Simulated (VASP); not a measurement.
# Al2Cl (P4mm) in VASP: reference runs

Reference runs on Al2Cl: the cell as given.

Program: VASP 6.6.1. These are calculated values, not measurements. Logs are shortened: lines on timing, memory, paths and dates and some standing lists are left out, and cuts for length are marked.

## Step 1: Starting point

The structure is tetragonal, space group P4mm (No. 99). Conventional cell: a = 3.789 Å, b = 3.789 Å, c = 4.767 Å, α = 90.00°, β = 90.00°, γ = 90.00°. Al (site symmetry 2mm) has 2 Cl at 1.90 Å as nearest neighbours. Around Cl (site symmetry 4mm) lie 4 Al at 1.90 Å.

The cell was built by a generator and needn't be a form met in nature.

## Step 2: Single point, PBE

INCAR reads:

```
SYSTEM = Al2Cl
PREC = Accurate
ENCUT = 520
EDIFF = 1E-7
ISMEAR = -1
SIGMA = 0.05
LREAL = .FALSE.
LASPH = .TRUE.
NELM = 80
ALGO = Normal
ISIF = 2
LWAVE = .FALSE.
LCHARG = .TRUE.
GGA = PE
LELF = .TRUE.
LVHAR = .TRUE.
NBANDS = 14
```

KPOINTS reads:

```
Automatic mesh
0
G
  7 7 6
  0 0 0
```

POSCAR reads:

```
Al2Cl
1.0
    3.7891741700      0.0000000000      0.0000000000
    0.0000000000      3.7891741700      0.0000000000
    0.0000000000      0.0000000000      4.7668408700
Al Cl
2 1
Direct
    0.5000000000      0.0000000000      0.3480306200
    0.0000000000      0.5000000000      0.3480306200
    0.0000000000      0.0000000000      0.3848475800
```

Potentials or basis: VASP PAW PBE potentials, release 64 (Al, Cl).

Launch:

```sh
$ cat potpaw_PBE.64/Al/POTCAR potpaw_PBE.64/Cl/POTCAR > POTCAR
$ mpirun -np 1 vasp_std > vasp.out
```

OUTCAR:

```text
SYSTEM = Al2Cl
   PREC = Accurate
   ENCUT = 520
   EDIFF = 1E-7
   ISMEAR = -1
   LREAL = .FALSE.
   LASPH = .TRUE.
   NELM = 80
   ISIF = 2
   GGA = PE

 ion  position               nearest neighbor table
   1  0.500  0.000  0.348-   3 1.90   3 1.90   2 2.68   2 2.68   2 2.68   2 2.68
   2  0.000  0.500  0.348-   3 1.90   3 1.90   1 2.68   1 2.68   1 2.68   1 2.68
   3  0.000  0.000  0.385-   1 1.90   2 1.90   2 1.90   1 1.90

  LATTYP: Found a simple tetragonal cell.
 ALAT       =     3.7891741700
 C/A-ratio  =     1.2580157723

  Lattice vectors:

 A1 = (   3.7891741700,   0.0000000000,   0.0000000000)
 A2 = (   0.0000000000,   3.7891741700,   0.0000000000)
 A3 = (   0.0000000000,   0.0000000000,   4.7668408700)

Analysis of symmetry for initial positions (statically):
=====================================================================
 Subroutine PRICEL returns:
 Original cell was already a primitive cell.

 Routine SETGRP: Setting up the symmetry group for a
 simple tetragonal supercell.

 Subroutine GETGRP returns: Found  8 space group operations
 (whereof  8 operations were pure point group operations)
 out of a pool of 16 trial point group operations.

The static configuration has the point symmetry C_4v.

Analysis of symmetry for dynamics (positions and initial velocities):
=====================================================================
 Subroutine PRICEL returns:
 Original cell was already a primitive cell.

 Routine SETGRP: Setting up the symmetry group for a
 simple tetragonal supercell.

 Subroutine GETGRP returns: Found  8 space group operations
 (whereof  8 operations were pure point group operations)
 out of a pool of 16 trial point group operations.

The dynamic configuration has the point symmetry C_4v.

 Subroutine INISYM returns: Found  8 space group operations
 (whereof  8 operations are pure point group operations),
 and found     1 'primitive' translations

----------------------------------------------------------------------------------------

                                     Primitive cell

  volume of cell :      68.4415

  direct lattice vectors                    reciprocal lattice vectors
     3.789174170  0.000000000  0.000000000     0.263909748  0.000000000  0.000000000
     0.000000000  3.789174170  0.000000000     0.000000000  0.263909748  0.000000000
     0.000000000  0.000000000  4.766840870     0.000000000  0.000000000  0.209782543

  length of vectors
     3.789174170  3.789174170  4.766840870     0.263909748  0.263909748  0.209782543

  position of ions in fractional coordinates (direct lattice)
     0.500000000  0.000000000  0.348030620
     0.000000000  0.500000000  0.348030620
     0.000000000  0.000000000  0.384847580

  ion indices of the primitive-cell ions
   primitive index   ion index
                 1           1
                 2           2
                 3           3

----------------------------------------------------------------------------------------

 KPOINTS: Automatic mesh

Automatic generation of k-mesh.
 Grid dimensions read from file:
 generate k-points for:    7    7    6

 Generating k-lattice:

  Cartesian coordinates                     Fractional coordinates (reciprocal lattice)
     0.037701393  0.000000000  0.000000000     0.142857143  0.000000000  0.000000000
     0.000000000  0.037701393  0.000000000     0.000000000  0.142857143  0.000000000
     0.000000000  0.000000000  0.034963757     0.000000000  0.000000000  0.166666667

  Length of vectors
     0.037701393  0.037701393  0.034963757

  Shift w.r.t. Gamma in fractional coordinates (k-lattice)
     0.000000000  0.000000000  0.000000000

 Subroutine IBZKPT returns following result:
 ===========================================

 Found     40 irreducible k-points:

 Following reciprocal coordinates:
            Coordinates               Weight
  0.000000  0.000000  0.000000      1.000000
  0.142857  0.000000  0.000000      4.000000
  0.285714  0.000000  0.000000      4.000000
  0.428571  0.000000  0.000000      4.000000
  0.142857  0.142857  0.000000      4.000000
  0.285714  0.142857  0.000000      8.000000
[... 16 lines left out ...]
  0.285714  0.000000  0.333333      8.000000
  0.428571  0.000000  0.333333      8.000000
 [... further k-points ...]
   k-points           NKPTS =     40   k-points in BZ     NKDIM =     40   number of bands    NBANDS=     14
   number of dos      NEDOS =    301   number of ions     NIONS =      3
   total plane-waves  NPLWV =  28224
   dimension x,y,z NGX =    28 NGY =   28 NGZ =   36
   dimension x,y,z NGXF=    56 NGYF=   56 NGZF=   72
   ions per type =               2   1
   NGX,Y,Z   is equivalent  to a cutoff of  12.28, 12.28, 12.56 a.u.
   NGXF,Y,Z  is equivalent  to a cutoff of  24.57, 24.57, 25.11 a.u.
 SYSTEM =  Al2Cl
   PREC   = accura    normal or accurate (medium, high low for compatibility)
   ISTART =      0    job   : 0-new  1-cont  2-samecut
   ICHARG =      2    charge: 1-file 2-atom 10-const
   ISPIN  =      1    spin polarized calculation?
   LNONCOLLINEAR =      F non collinear calculations
   LSORBIT =      F    spin-orbit coupling
   LASPH  =      T    aspherical Exc in radial PAW
   ENCUT  =  520.0 eV  38.22 Ry    6.18 a.u.   7.05  7.05  8.86*2*pi/ulx,y,z
   NELM   =     80;   NELMIN=  2; NELMDL= -5     # of ELM steps
   EDIFF  = 0.1E-06   stopping-criterion for ELM
   LREAL  =      F    real-space projection
   EDIFFG = 0.1E-05   stopping-criterion for IOM
   NSW    =      0    number of steps for IOM
   IBRION =     -1    ionic relax: 0-MD 1-quasi-New 2-CG
   NFREE  =      0    steps in history (QN), initial steepest desc. (CG)
   ISIF   =      2    stress and relaxation
   ISYM   =      2    0-nonsym 1-usesym 2-fastsym
   POTIM  = 0.5000    time-step for ionic-motion
   TEBEG  =    0.0;   TEEND  =   0.0 temperature during run
   PSTRESS=    0.0 pullay stress
   NELECT =      13.0000    total number of electrons
   NUPDOWN=      -1.0000    fix difference up-down
   EMIN   =  10.00;   EMAX   =-10.00  energy-range for DOS
   EFERMI =   0.00;   METHOD = LEGACY
   ISMEAR =    -1;   SIGMA  =   0.05  broadening in eV -4-tet -1-fermi 0-gaus
   EFERMI_NEDOS =   21; number of points for ismear=-14 and -15
   IALGO  =     38    algorithm
   IMIX   =      4    mixing-type and parameters
     AMIX     =   0.40;   BMIX     =  1.00
     AMIX_MAG =   1.60;   BMIX_MAG =  1.00
  volume/ion in A,a.u.               =      22.81       153.96
  Fermi-wavevector in a.u.,A,eV,Ry     =   0.941057  1.778340 12.049165  0.885589
  Thomas-Fermi vector in A             =   2.068530
   LORBIT       =      0    0 simple, 1 ext, 2 COOP (PROOUT), +10 PAW based schemes
   GGA     = PE    functional components
   LHFCALC =     F    Hartree Fock is set to
   AEXX    =    0.0000 exact exchange contribution
   IVDW    =     0    specifies the selected vdW correction
   LEPSILON=     F    determine dielectric tensor
   LRPA    =     F    only Hartree local field effects (RPA)
 non-spin polarized calculation
  energy-cutoff  :      520.00
  volume of cell :       68.44
 maximum number of plane-waves:      1868
   NGX = 15   NGY = 15   NGZ = 17

 number of electron      13.0000002 magnetization

 Free energy of the ion-electron system (eV)
  ---------------------------------------------------
  ext. energy  EPLUGINS =         0.00000000
  ---------------------------------------------------
  free energy    TOTEN  =         1.21693613 eV

  energy without entropy =        1.23847711  energy(sigma->0) =        1.22770662

 E-fermi :   4.9108     XC(G=0):  -8.3274

 val. band max:        4.8934753132   @ k =   0.2857   0.1429   0.1667
 cond. band min:       4.9261792258   @ k =   0.2857   0.0000   0.5000
 fundamental gap:      0.0327039126
 Fermi energy:         4.9108270430

 k-point     1 :       0.0000    0.0000    0.0000
  band No.  band energies     occupation
      1     -17.5478      2.00000
      2      -6.2169      2.00000
      3      -6.2169      2.00000
      4      -4.2655      2.00000
      5       0.0968      2.00000
      6       4.1523      2.00000
      7       5.7445      0.00000
      8       7.5533      0.00000
      9       7.5716      0.00000
     10       8.8345      0.00000
     11       8.8345      0.00000
     12      10.0685      0.00000
     13      10.0685      0.00000
     14      10.9381      0.00000

 k-point     2 :       0.1429    0.0000    0.0000
  band No.  band energies     occupation
      1     -17.4966      2.00000
      2      -6.5635      2.00000
      3      -6.1935      2.00000
      4      -4.2178      2.00000
      5       0.5111      2.00000
      6       4.3833      1.99995
      7       5.8723      0.00000
      8       6.5741      0.00000
      9       6.7046      0.00000
     10       8.9634      0.00000
     11       9.1019      0.00000
     12       9.5008      0.00000
     13      11.3657      0.00000
     14      12.1889      0.00000

 k-point     3 :       0.2857    0.0000    0.0000
  band No.  band energies     occupation
      1     -17.3772      2.00000
      2      -7.2408      2.00000
      3      -6.1398      2.00000
      4      -4.1067      2.00000
      5       1.4615      2.00000
      6       4.5410      1.99877
      7       5.4032      0.00011
      8       5.4261      0.00007
      9       6.5314      0.00000
     10       8.8870      0.00000
     11       9.3580      0.00000
     12       9.4436      0.00000
     13      11.0381      0.00000
     14      13.7411      0.00000

 k-point     4 :       0.4286    0.0000    0.0000
  band No.  band energies     occupation
      1     -17.2765      2.00000
      2      -7.7185      2.00000
      3      -6.0954      2.00000
      4      -4.0124      2.00000
      5       2.6081      2.00000
      6       3.7604      2.00000
      7       4.7985      1.80877
      8       4.8312      1.66218
      9       7.2973      0.00000
     10       8.9723      0.00000
     11       9.6597      0.00000
     12       9.7495      0.00000
     13      10.0468      0.00000
     14      13.4640      0.00000

 k-point     5 :       0.1429    0.1429    0.0000
  band No.  band energies     occupation
      1     -17.4457      2.00000
      2      -6.5709      2.00000
      3      -6.4898      2.00000
      4      -4.1717      2.00000
      5       0.8816      2.00000
      6       4.6421      1.99078
      7       5.5195      0.00001
      8       6.0539      0.00000
      9       6.8105      0.00000
     10       7.6604      0.00000
     11      10.2469      0.00000
[... 276 lines left out ...]
 k-point    22 :       0.1429    0.0000    0.3333
  band No.  band energies     occupation
      1     -17.4905      2.00000
      2      -6.5526      2.00000
      3      -6.1876      2.00000
      4      -4.3888      2.00000
      5       0.8285      2.00000
      6       4.5165      1.99925
      7       4.8836      1.26553
      8       6.6103      0.00000
      9       7.5696      0.00000
     10       8.7141      0.00000
     11       9.2578      0.00000
     12       9.6453      0.00000
     13      11.4908      0.00000
     14      11.5450      0.00000

 k-point    23 :       0.2857    0.0000    0.3333
  band No.  band energies     occupation
      1     -17.3715      2.00000
      2      -7.2235      2.00000
      3      -6.1343      2.00000
      4      -4.2560      2.00000
      5       1.7757      2.00000
      6       4.1945      2.00000
      7       4.8933      1.17329
      8       5.4687      0.00003
      9       7.1829      0.00000
     10       8.8275      0.00000
     11       9.0806      0.00000
     12       9.9157      0.00000
     13      12.5800      0.00000
     14      13.6030      0.00000

 k-point    24 :       0.4286    0.0000    0.3333
  band No.  band energies     occupation
      1     -17.2712      2.00000
      2      -7.6980      2.00000
      3      -6.0904      2.00000
      4      -4.1418      2.00000
      5       2.8369      2.00000
      6       3.6387      2.00000
      7       4.3826      1.99995
      8       4.8421      1.59634
      9       7.3405      0.00000
     10       9.4344      0.00000
     11       9.5404      0.00000
     12      10.4023      0.00000
     13      11.0996      0.00000
     14      13.0602      0.00000

 [... further k-points ...]
[... 5 lines left out ...]
  --------------------------------------------------------------------------------------
  -------------------------------------------------------------------------------------
  Total       32.8882692     32.8882692     -1.0667782      0.0000000     -0.0000000      0.0000000
  in kB      769.8955519    769.8955519    -24.9726658      0.0000000     -0.0000000      0.0000000
  external PRESSURE =     504.9394794 kB  Pullay stress =       0.0000000 kB

 VOLUME and BASIS-vectors are now :
 -----------------------------------------------------------------------------
  energy-cutoff  :      520.00
  volume of cell :       68.44
      direct lattice vectors                 reciprocal lattice vectors
     3.789174170  0.000000000  0.000000000     0.263909748  0.000000000  0.000000000
     0.000000000  3.789174170  0.000000000     0.000000000  0.263909748  0.000000000
     0.000000000  0.000000000  4.766840870     0.000000000  0.000000000  0.209782543

 POSITION                                       TOTAL-FORCE (eV/Angst)
 -----------------------------------------------------------------------------------
      1.89459      0.00000      1.65901         0.000000      0.000000     -1.714030
      0.00000      1.89459      1.65901        -0.000000     -0.000000     -1.714030
      0.00000      0.00000      1.83451         0.000000      0.000000      3.428060
 -----------------------------------------------------------------------------------
    total drift:                               -0.000000     -0.000000     -0.000105

  FREE ENERGIE OF THE ION-ELECTRON SYSTEM (eV)
  ---------------------------------------------------
  free  energy   TOTEN  =         1.2169361334 eV

  energy  without entropy=        1.2384771079  energy(sigma->0) =        1.22770662
```

It took 20 s on 1 thread of Intel Xeon Platinum 8559C (Emerald Rapids), shared host; peak memory 0.18 GiB.

Results:

- Free energy: 1.2169 eV
- Pressure: 50.5 GPa
- Largest force: 3.428 eV/Å
- Band gap on the k mesh: none (metal or under the smearing width)

Forces on the atoms (eV/Å):
```
Al   0.000  0.000 -1.714
Al   0.000  0.000 -1.714
Cl   0.000  0.000  3.428
```

Stress tensor (GPa, compression positive):
```
76.99  0.00  0.00
 0.00 76.99  0.00
 0.00  0.00 -2.50
```

Levels at points of the mesh, in eV from the Fermi level:
| k point | band 3 | band 4 | band 5 | band 6 | band 7 | band 8 | band 9 | band 10 |
| --- | --- | --- | --- | --- | --- | --- | --- | --- |
| (0.00, 0.00, 0.00) | -11.13 | -9.18 | -4.81 | -0.76 | 0.83 | 2.64 | 2.66 | 3.92 |
| (0.00, 0.00, 0.50) | -11.12 | -9.41 | -4.39 | -0.59 | -0.02 | 2.68 | 3.48 | 3.48 |

Caveat: a pressure of tens of GPa on the cell as given is suspect, and the run, the potentials or the cell itself is likely at fault; this functional lacks dispersion, which binds the layers, so the pressure and a relaxed spacing across them are unreliable; an odd number of electrons without spin polarisation forces a metal; a magnetic or distorted state may lie lower.
